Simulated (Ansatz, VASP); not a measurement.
## Si2Ag: VASP beside Ansatz

```xyz
3
Lattice="2.9036 0.0000 0.0000 0.0000 2.9036 0.0000 0.0000 0.0000 5.9909" Properties=species:S:1:pos:R:3 pbc="T T T"
Si    1.4518    1.4518    1.7673
Si    1.4518    1.4518    4.2236
Ag    0.0000    0.0000    0.0000
```

The cell was built by a generator and needn't be a form met in nature.

Alike in both runs: task single point; functional PBE; k mesh 8 × 8 × 4; no spin polarisation.

|  | VASP | Ansatz |
| --- | --- | --- |
| version | VASP 6.6.1 | Ansatz 0.2.0 |
| potentials or method | VASP PAW PBE potentials, release 64 (Si, Ag) | PAW plane waves |
| plane-wave cutoff (eV) | 520 | 420 |
| occupations | fermi-dirac, width 0.1 eV | fermi-dirac |
| valence electrons in the cell | 19 | 27 |

VASP gave:

- gap on the k mesh at the Fermi level (eV): none
- pressure (GPa): 5.1
- largest component of the traceless stress (GPa): 1.88
- rms of the force components (eV/Å): 0.442

Q: Estimate Ansatz's values.

A: gap on the k mesh at the Fermi level (eV): none; pressure (GPa): 5.2; largest component of the traceless stress (GPa): 1.83; rms of the force components (eV/Å): 0.442.

Atom by atom the forces differ by 0.000 eV/Å (rms over components). A gap of «none» marks a metal or a gap that the smearing closes. The two sets of potentials don't hold the same shells in valence.
